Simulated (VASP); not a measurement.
# CuAu (Tetraauricupride): the relaxed cell at several levels

Which functional gives the lattice of CuAu (Tetraauricupride) as experiment finds it, and is a dearer one worth its cost? The levels: PBE, LDA, r2SCAN and PBE + D3(BJ). The start is a cell from a database of measured crystal structures.

Program: VASP 6.6.1. Level of theory: PBE; plane waves and PAW (Cu, Au), in the first sound run; inputs show where later runs differ. Results are calculated unless marked as measured.

Report form: the programs' logs are mostly left out.

## (1) Set-up

Before any relaxation, the start is as follows. The structure is tetragonal, space group P4/mmm (No. 123). Conventional cell: a = 2.800 Å, b = 2.800 Å, c = 3.670 Å, α = 90.00°, β = 90.00°, γ = 90.00°. Cu has 8 Au at 2.70 Å and 4 Cu at 2.80 Å nearest. Nearest to Au lie 8 Cu at 2.70 Å and 4 Au at 2.80 Å. Farther neighbours are not listed.

## (2) Relaxation with PBE

Properties are meant for the cell that this level of theory prefers, so cell and atoms are relaxed first (ISIF = 3) until forces and stress are small; EDIFFG sets the threshold. PBE, the usual starting point, adds the gradient of the density.

File INCAR:

```
SYSTEM = CuAu
PREC = Accurate
ENCUT = 520
EDIFF = 1E-06
NELM = 100
ISMEAR = -1
SIGMA = 0.05
LREAL = .FALSE.
ALGO = Normal
GGA = PE
NBANDS = 17
LASPH = .TRUE.
LORBIT = 11
LWAVE = .FALSE.
LCHARG = .FALSE.
KPAR = 2
IBRION = 2
NSW = 60
ISIF = 3
EDIFFG = -0.01
```

File POSCAR:

```
CuAu
1.0
    2.8000000000      0.0000000000      0.0000000000
    0.0000000000      2.8000000000      0.0000000000
    0.0000000000      0.0000000000      3.6700000000
Cu Au
1 1
Direct
    0.5000000000      0.5000000000      0.5000000000
    0.0000000000      0.0000000000      0.0000000000
```

File KPOINTS:

```
Automatic mesh
0
Gamma
9 9 7
0 0 0
```

Potentials, in the order of the species: Cu and Au (PBE family, release 64).

Launch:

```sh
mpirun -np 2 vasp_std
```

Elapsed: 14 s, on 2 MPI ranks of Intel Xeon 6975P-C (Granite Rapids), shared host; peak memory 0.31 GiB.

The k-mesh is coarse for a metal. The run keeps the 16 symmetry operations of its start, so it cannot find a distortion of lower symmetry.

The steps of the relaxation:

```csv
step,energy less that of the first step (eV),largest force (eV/Å),pressure (GPa),volume (Å³)
1,0.0000,0.0000,6.46,28.77
2,-0.0009,0.0000,-5.37,31.26
3,-0.0233,0.0000,-0.06,29.98
```

```csv
"conventional cell, symmetrised",before,after,change
a (Å),2.800,2.840,+1.4 %
b (Å),2.800,2.840,+1.4 %
c (Å),3.670,3.717,+1.3 %
volume (Å³/atom),14.39,14.99,+4.2 %
```

Final coordinates:

```xyz
2
Lattice="2.8402 0.0000 0.0000 0.0000 2.8402 0.0000 0.0000 0.0000 3.7169" Properties=species:S:1:pos:R:3 pbc="T T T"
Cu    1.4201    1.4201    1.8585
Au    0.0000    0.0000    0.0000
```

This step gave:

| Quantity | Value |
| --- | --- |
| electrons | 22 |
| bands | 17 |
| irreducible k-points | 60 |
| symmetry operations | 16 |
| free energy (TOTEN) | -7.078 eV |
| energy at zero smearing | -7.076 eV |
| Fermi energy | 8.274 eV |
| pressure | -0.05805 GPa |
| metallic | yes |
| SCF cycles over all ionic steps | 32 |

It ends with forces that vanish by symmetry and a pressure of -0.06 GPa. The volume lies +4.2 % from that of the database's start. The conventional cell has a = 2.840 and c = 3.717 Å.

## (3) Relaxation with LDA

This step: LDA; plane waves and PAW (Cu, Au) (VASP 6.6.1).

LDA, the lowest rung, knows the local density alone.

INCAR, as its differences from that of step 2:

```diff
@@ -9,3 +9,3 @@
 ALGO = Normal
-GGA = PE
+GGA = CA
 NBANDS = 17
```

POSCAR is that of step 2.

KPOINTS is that of step 2.

Launch:

```sh
mpirun -np 2 vasp_std
```

The job ended after 23 s (2 MPI ranks; peak memory 0.31 GiB; 45 s of CPU time).

The PAW data sets were made with PBE, though LDA sets exist; this is a small mismatch.

Step by step:

```csv
step,energy less that of the first step (eV),largest force (eV/Å),pressure (GPa),volume (Å³)
1,0.0000,0.0000,-6.56,28.77
2,0.0198,0.0000,10.39,26.39
3,-0.0223,0.0000,-0.28,27.74
4,-0.0223,0.0000,0.01,27.70
5,-0.0227,0.0000,0.13,27.70
6,-0.0229,0.0000,0.15,27.69
7,-0.0228,0.0000,-0.34,27.76
8,-0.0229,0.0000,-0.08,27.71
```

```csv
"conventional cell, symmetrised",before,after,change
a (Å),2.800,2.776,-0.9 %
b (Å),2.800,2.776,-0.9 %
c (Å),3.670,3.596,-2.0 %
volume (Å³/atom),14.39,13.85,-3.7 %
```

The relaxed structure:

```xyz
2
Lattice="2.7756 0.0000 0.0000 0.0000 2.7756 0.0000 0.0000 0.0000 3.5963" Properties=species:S:1:pos:R:3 pbc="T T T"
Cu    1.3878    1.3878    1.7981
Au    0.0000    0.0000    0.0000
```

This step gave:

- free energy (TOTEN): -9.341 eV
- energy at zero smearing: -9.340 eV
- Fermi energy: 9.128 eV
- pressure: -0.07625 GPa
- SCF cycles over all ionic steps: 61

It ends at 13.85 Å³/atom, -3.7 % from the start, with -0.08 GPa left. The conventional cell has a = 2.776 and c = 3.596 Å.

## (4) Relaxation with r2SCAN

This step: r2SCAN; plane waves and PAW (Cu, Au) (VASP 6.6.1).

r2SCAN adds the kinetic-energy density, costs more than a GGA and is run with LASPH.

INCAR, as its differences from that of step 3:

```diff
@@ -9,5 +9,5 @@
 ALGO = Normal
-GGA = CA
+METAGGA = R2SCAN
+LASPH = .TRUE.
 NBANDS = 17
-LASPH = .TRUE.
 LORBIT = 11
```

POSCAR is that of step 3.

KPOINTS is that of step 3.

Launch:

```sh
mpirun -np 2 vasp_std
```

It took 93 s on 2 MPI ranks; peak memory 0.33 GiB.

The PAW data sets were made with PBE, which is usual practice but a small mismatch for other functionals.

Relaxation path:

```csv
step,energy less that of the first step (eV),largest force (eV/Å),pressure (GPa),volume (Å³)
1,0.0000,0.0000,1.99,28.77
2,0.0006,0.0000,-2.24,29.52
3,-0.0022,0.0000,-0.06,29.12
4,-0.0022,0.0000,-0.06,29.11
5,-0.0016,0.0000,0.87,28.94
6,-0.0022,0.0000,0.08,29.11
7,-0.0023,0.0000,-0.05,29.10
8,-0.0024,0.0000,0.04,29.09
```

```csv
"conventional cell, symmetrised",before,after,change
a (Å),2.800,2.819,+0.7 %
b (Å),2.800,2.819,+0.7 %
c (Å),3.670,3.661,-0.2 %
volume (Å³/atom),14.39,14.54,+1.1 %
```

The relaxed structure:

```
Cu Au
1.0
     2.81870    0.00000    0.00000
     0.00000    2.81870    0.00000
     0.00000    0.00000    3.66137
Cu Au
1 1
Cartesian
  1.4093 1.4093 1.8307
  0.0000 0.0000 0.0000
```

It ends at 14.54 Å³/atom, +1.1 % from the start, with 0.04 GPa left. The conventional cell has a = 2.819 and c = 3.661 Å.

## (5) Relaxation with PBE + D3(BJ)

This step: PBE with D3(BJ); plane waves and PAW (Cu, Au) (VASP 6.6.1).

A dispersion term adds the long-range attraction that semilocal functionals lack. D3 with Becke-Johnson damping keeps a finite attraction at short range.

INCAR, as its differences from that of step 4:

```diff
@@ -9,5 +9,6 @@
 ALGO = Normal
-METAGGA = R2SCAN
+GGA = PE
+IVDW = 12
+NBANDS = 17
 LASPH = .TRUE.
-NBANDS = 17
 LORBIT = 11
```

POSCAR is that of step 4.

KPOINTS is that of step 4.

Launch:

```sh
mpirun -np 2 vasp_std
```

It took 22 s on 2 MPI ranks; peak memory 0.34 GiB.

Dispersion corrections of this kind ignore metallic screening and tend to overbind metals.

Relaxation path:

```csv
step,energy less that of the first step (eV),largest force (eV/Å),pressure (GPa),volume (Å³)
1,0.0000,0.0000,-0.74,28.77
2,-0.0001,0.0000,0.85,28.50
3,-0.0004,0.0000,0.18,28.63
4,-0.0004,0.0000,0.13,28.63
5,-0.0006,0.0000,0.12,28.64
6,-0.0007,0.0000,0.11,28.65
7,-0.0007,0.0000,-0.02,28.65
```

```csv
"conventional cell, symmetrised",before,after,change
a (Å),2.800,2.805,+0.2 %
b (Å),2.800,2.805,+0.2 %
c (Å),3.670,3.641,-0.8 %
volume (Å³/atom),14.39,14.32,-0.4 %
```

Final coordinates:

```cif
data_structure
_symmetry_space_group_name_H-M 'P 1'
_symmetry_Int_Tables_number 1
_cell_length_a 2.8051
_cell_length_b 2.8051
_cell_length_c 3.6407
_cell_angle_alpha 90.000
_cell_angle_beta 90.000
_cell_angle_gamma 90.000
_cell_volume 28.65
loop_
_atom_site_label
_atom_site_type_symbol
_atom_site_fract_x
_atom_site_fract_y
_atom_site_fract_z
_atom_site_occupancy
Cu1 Cu 0.50000 0.50000 0.50000 1
Au2 Au 0.00000 0.00000 0.00000 1
```

It ends at 14.32 Å³/atom, -0.4 % from the start, with -0.02 GPa left. The conventional cell has a = 2.805 and c = 3.641 Å. Against plain PBE, the dispersion term moves a by -1.2 % and c by -2.1 %.

## (6) The cells as a table

This step: relaxed cells at several levels; plane waves and PAW (VASP 6.6.1).

This step runs nothing: it gathers the runs above.

Lengths are those of the conventional cell; cost is the wall time of each run, as given at its step, times its ranks, without the set-up around it. Results by level, by row:

```csv
level,volume (Å³/atom),change from the start (%),a (Å),c (Å),cost (core minutes)
PBE,14.99,4.2,2.84,3.717,0.453
LDA,13.85,-3.7,2.776,3.596,0.767
r2SCAN,14.54,1.1,2.819,3.661,3.1
PBE + D3(BJ),14.32,-0.4,2.805,3.641,0.733
```

## (7) Results

```yaml
volume_pbe: 14.99 Å³/atom
volume_lda: 13.85 Å³/atom
volume_r2scan: 14.54 Å³/atom
volume_pbe_d3_bj: 14.32 Å³/atom
```

**Reading.** For CuAu (Tetraauricupride) the levels give volumes between 13.85 Å³/atom (LDA) and 14.99 Å³/atom (PBE), a spread of 8.2 %, while the cost of the finished runs spans a factor of 6.8. Against the volume of the start, a cell from experiment, PBE + D3(BJ) comes nearest (-0.4 %) and PBE lies farthest (+4.2 %); thermal expansion is in that cell alone. Within 2 % of it: r2SCAN and PBE + D3(BJ). The costs hold the number of ionic steps as well as the price of the functional. Against the listed lengths the levels give a from -0.9 % to +1.4 % and c from -2.0 % to +1.3 %. Adding D3(BJ) to PBE changes the volume by -4.5 % (a by -1.2 % and c by -2.1 %). Pairwise corrections of the D and TS kind ignore the screening in a metal, so they may overbind here. Within 0.02 Å all end in space group P4/mmm; the runs can't lower the symmetry of the start. The k-sampling is coarse for a metal, so the Fermi level, pressures and the shape of the cell carry errors. Spin-orbit coupling is left out. Each is a single relaxation on the plane waves of the start cell, so larger changes of volume carry a basis-set error that was not tested here. Zero-point and thermal expansion are not included.

[Lines on the potential files, build, host, timing and source positions are cut from VASP's logs without a mark.]

[Logs are printed without paths, hosts, clocks, repeated set-up lines and the standing remarks that a program may print on its own settings, such as how far it seeks lower states.]

[Hosts, paths, dates, database ids (printed as entryN), source tags and the programs' standing remarks are cut or masked in the printed files.]

[A measured line is paired with the nearest computed mode of its activity, which favours agreement.]
